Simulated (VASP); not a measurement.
Crystal: NbAl2N3.

```xyz
6
Lattice="4.5634 0.0000 0.0000 -2.2817 3.9521 0.0000 0.0000 0.0000 4.2231" Properties=species:S:1:pos:R:3 pbc="T T T"
Al    0.0000    2.6347    2.1116
Al    2.2817    1.3174    2.1116
Nb    0.0000    0.0000    0.0000
N     0.0000    2.6347    0.0000
N     2.2817    1.3174    0.0000
N     0.0000    0.0000    2.1116
```

The cell was built by a generator and needn't be a form met in nature.

* Program: VASP 6.6.1
* Task: relaxation of cell and atoms
* Functional: PBE
* Potentials or basis: VASP PAW PBE potentials, release 64 (Al, Nb_sv, N)
* Cutoff: 520 eV
* k mesh: 4 × 4 × 3
* Occupations: gaussian, width 0.15 eV
* Spin: no spin polarisation

At the start: pressure -20.9 GPa; volume 12.69 Å³/atom.

**Question.** Where does the relaxation end?

**Answer.** Over 6 steps the energy falls by 137.9 meV/atom and the volume is 11.05 Å³/atom (-12.9 %); space group P6/mmm (No. 191, to 0.05 Å).

The path:
```tsv
step	energy change (eV)	largest force (eV/Å)	pressure (GPa)	volume (Å³)
1	0.0000	0.0000	-20.92	76.16
2	0.1965	0.0000	35.65	59.19
3	-0.8183	0.0000	-1.74	67.22
4	-0.8200	0.0000	-1.00	66.95
5	-0.8200	0.0000	-0.55	66.77
6	-0.8271	0.0000	-0.20	66.31
```

Final structure:
```xyz
6
Lattice="4.4032 0.0000 0.0000 -2.2016 3.8133 0.0000 0.0000 0.0000 3.9495" Properties=species:S:1:pos:R:3 pbc="T T T"
Al    0.0000    2.5422    1.9747
Al    2.2016    1.2711    1.9747
Nb    2.2016    3.8133    3.9495
N     0.0000    2.5422    3.9495
N     2.2016    1.2711    0.0000
N     4.4032    0.0000    1.9747
```

Caveat: the k mesh is coarse (spacing up to 0.50 Å⁻¹), so the values aren't converged.
